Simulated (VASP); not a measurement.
Crystal: MgO.

```
Mg O
1.0
     0.00000    2.10850    2.10850
     2.10850    0.00000    2.10850
     2.10850    2.10850    0.00000
Mg O
1 1
Cartesian
  0.0000 0.0000 0.0000
  2.1085 2.1085 2.1085
```

```yaml
Program: VASP 6.6.1
Task: relaxation of cell and atoms
Functional: PBE
Potentials_or_basis: VASP PAW PBE potentials, release 64 (Mg, O)
Cutoff: 520 eV
k_mesh: 8 × 8 × 8
Occupations: gaussian, width 0.02 eV
Spin: no spin polarisation
```

At the start: pressure 3.4 GPa; volume 9.37 Å³/atom.

**Question.** Where does the relaxation end?

**Answer.** Over 3 steps the energy falls by 2.1 meV/atom and the volume is 9.57 Å³/atom (+2.1 %); space group Fm-3m (No. 225, to 0.05 Å).

The path:
| step | energy change (eV) | largest force (eV/Å) | pressure (GPa) | volume (Å³) |
| --- | --- | --- | --- | --- |
| 1 | 0.0000 | 0.0000 | 3.37 | 18.75 |
| 2 | -0.0037 | 0.0000 | -1.09 | 19.29 |
| 3 | -0.0041 | 0.0000 | 0.00 | 19.15 |

Final structure:
```
CELL_PARAMETERS angstrom
0.00000 2.12341 2.12341
2.12341 0.00000 2.12341
2.12341 2.12341 0.00000
ATOMIC_POSITIONS crystal
Mg 0.00000 0.00000 0.00000
O 0.50000 0.50000 0.50000
```
